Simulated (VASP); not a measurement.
Level of theory: PBE GGA, VASP's PBE PAW potentials (set 64) (plane waves; VASP 6.6.1).

A VASP calculation is set up with these files.

File POSCAR:
```
Cl
1.0
  2.2400000000  -3.1200000000   0.0000000000
  2.2400000000   3.1200000000   0.0000000000
  0.0000000000   0.0000000000   8.2600000000
Cl
4
Cartesian
  3.9307139200  -0.0698536800   7.3640460600
  2.7722688000   0.0196248000   3.3216351000
  1.6896924800  -0.0489684000   4.9546205800
  0.5673248000   0.0991972800   0.8796900000
```

**INCAR**
```
GGA = PE   ! PBE
IBRION = 2   ! conjugate gradients
ISMEAR = -1   ! Fermi-Dirac
LWAVE = .FALSE.
EDIFFG = -0.01   ! ionic stop
SYSTEM = Cl
PREC = Accurate
ISIF = 3
ENCUT = 150   ! plane-wave cut-off (eV)
NELM = 100   ! most electronic steps
EDIFF = 1E-6   ! SCF stop (eV)
LREAL = .FALSE.   ! projection in real space or not
NSW = 50   ! most ionic steps
LASPH = .TRUE.   ! aspherical one-centre terms
ALGO = Normal   ! blocked Davidson
LCHARG = .FALSE.
SIGMA = 0.136   ! width (eV)
```

### KPOINTS
```
Automatic mesh
0
Gamma
4 4 4
0 0 0
```

POTCAR, in this order: Cl (PBE.64 set). Program: vasp_std.

Output of the run:

OSZICAR:
```
...
DAV:   2    -0.139634050176E+02    0.87034E-03   -0.17709E-02  1676   0.897E-01    0.236E-01
DAV:   3    -0.139628128222E+02    0.59220E-03   -0.80307E-04  1438   0.183E-01    0.150E-01
DAV:   4    -0.139627103522E+02    0.10247E-03   -0.31174E-04  1626   0.110E-01    0.790E-02
DAV:   5    -0.139627075146E+02    0.28376E-05   -0.19193E-05  1506   0.316E-02    0.233E-02
DAV:   6    -0.139627067439E+02    0.77066E-06   -0.14684E-06   822   0.912E-03
  20 F= -.13962707E+02 E0= -.13962396E+02  d E =-.100741E-02
       N       E                     dE             d eps       ncg     rms          rms(c)
DAV:   1    -0.139629561394E+02   -0.24862E-03   -0.27634E-02  1300   0.103E+00    0.160E-01
DAV:   2    -0.139628968321E+02    0.59307E-04   -0.12448E-03  1676   0.238E-01    0.618E-02
DAV:   3    -0.139628567131E+02    0.40119E-04   -0.52982E-05  1436   0.472E-02    0.393E-02
DAV:   4    -0.139628510132E+02    0.56999E-05   -0.22483E-05  1620   0.296E-02    0.202E-02
DAV:   5    -0.139628529381E+02   -0.19250E-05   -0.12174E-06   800   0.835E-03    0.583E-03
DAV:   6    -0.139628533666E+02   -0.42842E-06   -0.19770E-07   728   0.333E-03
  21 F= -.13962853E+02 E0= -.13962556E+02  d E =-.115403E-02
       N       E                     dE             d eps       ncg     rms          rms(c)
DAV:   1    -0.139656938736E+02   -0.28409E-02   -0.34087E-01  1300   0.365E+00    0.441E-01
DAV:   2    -0.139644103233E+02    0.12836E-02   -0.13881E-02  1654   0.787E-01    0.229E-01
DAV:   3    -0.139638677604E+02    0.54256E-03   -0.80990E-04  1462   0.178E-01    0.160E-01
DAV:   4    -0.139637920035E+02    0.75757E-04   -0.31239E-04  1490   0.110E-01    0.715E-02
DAV:   5    -0.139638034853E+02   -0.11482E-04   -0.16834E-05  1578   0.297E-02    0.152E-02
DAV:   6    -0.139638053705E+02   -0.18852E-05   -0.11111E-06   810   0.786E-03    0.526E-03
DAV:   7    -0.139638056564E+02   -0.28587E-06   -0.20691E-07   764   0.322E-03
  22 F= -.13963806E+02 E0= -.13963503E+02  d E =-.952290E-03
       N       E                     dE             d eps       ncg     rms          rms(c)
DAV:   1    -0.139638564216E+02   -0.51051E-04   -0.53396E-03  1300   0.457E-01    0.548E-02
DAV:   2    -0.139638376602E+02    0.18761E-04   -0.21691E-04  1656   0.984E-02    0.285E-02
DAV:   3    -0.139638289705E+02    0.86897E-05   -0.12965E-05  1458   0.225E-02    0.198E-02
DAV:   4    -0.139638268653E+02    0.21051E-05   -0.46133E-06  1344   0.134E-02    0.916E-03
DAV:   5    -0.139638261298E+02    0.73551E-06   -0.25114E-07   690   0.377E-03
  23 F= -.13963826E+02 E0= -.13963524E+02  d E =-.972763E-03
       N       E                     dE             d eps       ncg     rms          rms(c)
DAV:   1    -0.139639685436E+02   -0.14168E-03   -0.22669E-02  1300   0.889E-01    0.115E-01
DAV:   2    -0.139640106182E+02   -0.42075E-04   -0.96267E-04  1652   0.195E-01    0.403E-02
DAV:   3    -0.139640034752E+02    0.71431E-05   -0.17833E-05  1492   0.291E-02    0.312E-02
DAV:   4    -0.139640006140E+02    0.28611E-05   -0.93855E-06  1428   0.186E-02    0.149E-02
DAV:   5    -0.139639999421E+02    0.67194E-06   -0.68012E-07   802   0.647E-03
  24 F= -.13964000E+02 E0= -.13963700E+02  d E =-.173812E-03
       N       E                     dE             d eps       ncg     rms          rms(c)
DAV:   1    -0.139640197800E+02   -0.19166E-04   -0.53578E-02  1302   0.137E+00    0.180E-01
DAV:   2    -0.139641200564E+02   -0.10028E-03   -0.22913E-03  1654   0.300E-01    0.614E-02
DAV:   3    -0.139641031142E+02    0.16942E-04   -0.41169E-05  1496   0.443E-02    0.477E-02
DAV:   4    -0.139640968859E+02    0.62283E-05   -0.22862E-05  1454   0.290E-02    0.226E-02
DAV:   5    -0.139640959345E+02    0.95138E-06   -0.14871E-06   856   0.955E-03
  25 F= -.13964096E+02 E0= -.13963799E+02  d E =-.269805E-03
       N       E                     dE             d eps       ncg     rms          rms(c)
DAV:   1    -0.139641697332E+02   -0.72847E-04   -0.73545E-03  1310   0.519E-01    0.763E-02
DAV:   2    -0.139641855142E+02   -0.15781E-04   -0.34489E-04  1634   0.119E-01    0.253E-02
DAV:   3    -0.139641815488E+02    0.39654E-05   -0.62291E-06  1506   0.179E-02    0.168E-02
DAV:   4    -0.139641797385E+02    0.18103E-05   -0.39701E-06  1138   0.141E-02    0.439E-03
DAV:   5    -0.139641797529E+02   -0.14350E-07   -0.63808E-07   764   0.567E-03
  26 F= -.13964180E+02 E0= -.13963885E+02  d E =-.838184E-04
       N       E                     dE             d eps       ncg     rms          rms(c)
DAV:   1    -0.139642063086E+02   -0.26570E-04   -0.24698E-02  1306   0.951E-01    0.143E-01
DAV:   2    -0.139642596265E+02   -0.53318E-04   -0.11548E-03  1634   0.219E-01    0.467E-02
DAV:   3    -0.139642464691E+02    0.13157E-04   -0.21743E-05  1518   0.334E-02    0.310E-02
DAV:   4    -0.139642406201E+02    0.58490E-05   -0.14375E-05  1438   0.265E-02    0.798E-03
DAV:   5    -0.139642406611E+02   -0.41023E-07   -0.14828E-06   814   0.920E-03
  27 F= -.13964241E+02 E0= -.13963948E+02  d E =-.144727E-03
       N       E                     dE             d eps       ncg     rms          rms(c)
DAV:   1    -0.139642921178E+02   -0.51498E-04   -0.23975E-03  1308   0.302E-01    0.355E-02
DAV:   2    -0.139642840830E+02    0.80349E-05   -0.10755E-04  1678   0.674E-02    0.169E-02
DAV:   3    -0.139642808363E+02    0.32467E-05   -0.46466E-06  1452   0.139E-02    0.117E-02
DAV:   4    -0.139642803917E+02    0.44455E-06   -0.18832E-06   790   0.916E-03
  28 F= -.13964280E+02 E0= -.13963988E+02  d E =-.397306E-04
       N       E                     dE             d eps       ncg     rms          rms(c)
DAV:   1    -0.139644345422E+02   -0.15371E-03   -0.21483E-02  1300   0.902E-01    0.107E-01
DAV:   2    -0.139643673880E+02    0.67154E-04   -0.95236E-04  1680   0.201E-01    0.512E-02
DAV:   3    -0.139643381400E+02    0.29248E-04   -0.41534E-05  1480   0.415E-02    0.356E-02
DAV:   4    -0.139643319654E+02    0.61746E-05   -0.19202E-05  1578   0.279E-02    0.163E-02
DAV:   5    -0.139643333180E+02   -0.13526E-05   -0.13156E-06   806   0.866E-03    0.449E-03
DAV:   6    -0.139643337869E+02   -0.46893E-06   -0.19725E-07   748   0.340E-03
  29 F= -.13964334E+02 E0= -.13964040E+02  d E =-.931258E-04
       N       E                     dE             d eps       ncg     rms          rms(c)
DAV:   1    -0.139643575992E+02   -0.24281E-04   -0.12788E-03  1296   0.220E-01    0.256E-02
DAV:   2    -0.139643528163E+02    0.47829E-05   -0.56925E-05  1666   0.509E-02    0.136E-02
DAV:   3    -0.139643507968E+02    0.20195E-05   -0.37844E-06  1232   0.125E-02    0.980E-03
DAV:   4    -0.139643500433E+02    0.75347E-06   -0.96463E-07   748   0.633E-03
  30 F= -.13964350E+02 E0= -.13964057E+02  d E =-.162564E-04
       N       E                     dE             d eps       ncg     rms          rms(c)
DAV:   1    -0.139643875026E+02   -0.36706E-04   -0.51819E-03  1296   0.443E-01    0.521E-02
DAV:   2    -0.139643665803E+02    0.20922E-04   -0.23209E-04  1670   0.103E-01    0.281E-02
DAV:   3    -0.139643583740E+02    0.82063E-05   -0.15771E-05  1464   0.253E-02    0.203E-02
DAV:   4    -0.139643560115E+02    0.23625E-05   -0.35607E-06  1182   0.119E-02    0.106E-02
DAV:   5    -0.139643550741E+02    0.93736E-06   -0.87087E-07   750   0.642E-03
  31 F= -.13964355E+02 E0= -.13964063E+02  d E =-.212872E-04
       N       E                     dE             d eps       ncg     rms          rms(c)
DAV:   1    -0.139643599451E+02   -0.39336E-05   -0.49784E-04  1296   0.137E-01    0.161E-02
DAV:   2    -0.139643572872E+02    0.26579E-05   -0.22352E-05  1648   0.320E-02    0.866E-03
DAV:   3    -0.139643564574E+02    0.82978E-06   -0.14762E-06   750   0.801E-03
  32 F= -.13964356E+02 E0= -.13964064E+02  d E =-.226705E-04
```

OUTCAR:
```
------------------------ aborting loop because EDIFF is reached ----------------------------------------
  FORCE on cell =-STRESS in cart. coord.  units (eV):
  Direction    XX          YY          ZZ          XY          YZ          ZX
  --------------------------------------------------------------------------------------
  Total       -0.0204189     -0.0155919     -0.0364443      0.0056320     -0.0000891     -0.0020631
  in kB       -0.4560529     -0.3482415     -0.8139766      0.1257903     -0.0019893     -0.0460781
  external PRESSURE =      -0.5394237 kB  Pullay stress =       0.0000000 kB
  volume of cell :       71.73
      direct lattice vectors                 reciprocal lattice vectors
     1.884902225 -2.614635950 -0.001428818     0.265274481 -0.191224803 -0.000207086
     1.884582480  2.614367603 -0.001403504     0.265301713  0.191257249 -0.000203180
     0.005628271 -0.000074736  7.278754429     0.000103229 -0.000000659  0.137386064
 POSITION                                       TOTAL-FORCE (eV/Angst)
 -----------------------------------------------------------------------------------
      3.20233      0.00259      6.44618         0.000833     -0.004033      0.006257
      2.45948     -0.00324      2.80844        -0.002897      0.004681     -0.002806
      1.31358     -0.00224      4.46820         0.005501      0.001913     -0.001316
      0.57483      0.00220      0.82902        -0.003437     -0.002561     -0.002135
 -----------------------------------------------------------------------------------
    total drift:                               -0.000040      0.000107      0.000116
  FREE ENERGIE OF THE ION-ELECTRON SYSTEM (eV)
  ---------------------------------------------------
  free  energy   TOTEN  =       -13.9643564574 eV

  energy  without entropy=      -13.9637716036  energy(sigma->0) =      -13.96406403

 reached required accuracy - stopping structural energy minimisation
```
(Selected blocks of OUTCAR.)

### CONTCAR
```
Cl
   1.00000000000000
     1.8849022245532299   -2.6146359496476537   -0.0014288181719983
     1.8845824803502469    2.6143676029919538   -0.0014035038854600
     0.0056282712229034   -0.0000747362136017    7.2787544287270292
  Cl
     4
Direct
     0.8476670281772161    0.8487699260127800    0.8859458381729337
     0.6524738008085550    0.6513143428755596    0.3860945351047361
     0.3479632208711881    0.3471598408123580    0.6140033642755307
     0.1518959501430337    0.1527558902993018    0.1139552624467945
```

### OUTCAR
```
 val. band max:        4.2348290253   @ k =   0.5000  -0.0000   0.5000

 cond. band min:       6.0647707794   @ k =   0.5000   0.5000   0.5000


 Fermi energy:         5.2045107815

 k-point     1 :       0.0000    0.0000    0.0000
  band No.  band energies     occupation
      1     -14.0744      2.00000
      2     -13.1278      2.00000
      3     -10.3858      2.00000
      4      -8.0427      2.00000
      5      -2.6000      2.00000
      6      -0.3123      2.00000
      7       1.5045      2.00000
      8       1.5839      2.00000
      9       2.5122      2.00000
     10       2.5262      2.00000
     11       2.6438      2.00000
     12       3.1690      2.00000
     13       3.7366      1.99996
     14       4.1166      1.99933
     15       6.7826      0.00002
     16       7.3843      0.00000
     17      11.4177      0.00000
     18      12.1621      0.00000

 k-point     2 :       0.2500   -0.0000    0.0000
  band No.  band energies     occupation
      1     -13.6417      2.00000
      2     -12.9023      2.00000
      3     -10.0205      2.00000
      4      -8.4167      2.00000
      5      -2.7003      2.00000
      6      -1.1220      2.00000
      7       0.0576      2.00000
      8       0.3596      2.00000
      9       1.9265      2.00000
     10       1.9540      2.00000
     11       3.1965      2.00000
     12       3.4669      1.99999
     13       3.5103      1.99999
     14       3.8362      1.99991
     15       6.8542      0.00001
     16       7.0965      0.00000
     17      12.6904      0.00000
     18      12.9957      0.00000

 k-point     3 :      -0.0000    0.2500    0.0000
  band No.  band energies     occupation
      1     -13.6418      2.00000
      2     -12.9023      2.00000
      3     -10.0201      2.00000
      4      -8.4160      2.00000
      5      -2.6997      2.00000
      6      -1.1214      2.00000
      7       0.0578      2.00000
      8       0.3605      2.00000
      9       1.9269      2.00000
...
```

At this cut-off the stress carries a Pulay error, which pulls relaxed volumes low.  Energy and stress use the plane-wave basis of the starting cell.

The structure is a typed Cl crystal. In the starting cell atoms are displaced from their ideal sites. This run relaxes it. The k-mesh is coarse (spacing up to 0.51 per Å, 2π included), so the numbers may not be converged in it. The run is one of a series of settings (EDIFFG = -0.01, ENCUT = 150, IBRION = 2, ISIF = 3, ISMEAR = -1, NSW = 50, SIGMA = 0.136, KPOINTS 4×4×4 Γ-centred mesh against the base run), some of them coarse on purpose.
